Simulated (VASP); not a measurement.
All values below come from r2SCAN+rVV10, VASP's PBE PAW potentials (set 64) (plane waves; VASP).

Input for VASP

INCAR:
```
SYSTEM = Lu
PREC = Accurate
ENCUT = 520
EDIFF = 1E-7
NELM = 100
ALGO = Normal
LREAL = .FALSE.
LASPH = .TRUE.
ISMEAR = -5
METAGGA = R2SCAN
LUSE_VDW = .TRUE.
BPARAM = 11.95
CPARAM = 0.0093
LMIXTAU = .TRUE.
LMAXMIX = 6
LWAVE = .FALSE.
LCHARG = .FALSE.
LORBIT = 11
NEDOS = 601
ISIF = 2
```

File KPOINTS:
```
Automatic
0
G
13 13 8
0 0 0
```

File POSCAR:
```
Lu
1
    1.7493310471    -3.0299303395     0.0000000000
    1.7493310471     3.0299303395     0.0000000000
   -0.0000000000     0.0000000000     5.4503372665
Lu
2
Direct
  0.3333330000   0.6666670000   0.2500000000
  0.6666670000   0.3333330000   0.7500000000
```

File KPOINTS_OPT:
```
k-points along high-symmetry lines
6
Line-mode
Reciprocal
  0.000000   0.000000   0.000000 ! GAMMA
 -0.000000   0.500000   0.000000 ! M

 -0.000000   0.500000   0.000000 ! M
 -0.333333   0.666667   0.000000 ! K

 -0.333333   0.666667   0.000000 ! K
  0.000000   0.000000   0.000000 ! GAMMA

  0.000000   0.000000   0.000000 ! GAMMA
  0.000000   0.000000   0.500000 ! A

  0.000000   0.000000   0.500000 ! A
 -0.000000   0.500000   0.500000 ! L

 -0.000000   0.500000   0.500000 ! L
 -0.333333   0.666667   0.500000 ! H

 -0.333333   0.666667   0.500000 ! H
  0.000000   0.000000   0.500000 ! A

 -0.000000   0.500000   0.500000 ! L
 -0.000000   0.500000   0.000000 ! M

 -0.333333   0.666667   0.500000 ! H
 -0.333333   0.666667   0.000000 ! K
```

POTCAR, in this order: Lu_3 (PBE.64 set). Program: vasp_std.

Q: What will the output report for the number of irreducible k-points (NKPTS), largest plane-wave count, number of space-group operations, FFT grid (NGX, NGY, NGZ)?

A: 
| Item | Value |
|---|---|
| number of irreducible k-points (NKPTS) | 105 |
| largest plane-wave count | 1592 |
| number of space-group operations | 24 |
| FFT grid (NGX, NGY, NGZ) | 28 × 28 × 42 |

The compound is Lu in the hcp structure. It was relaxed first.
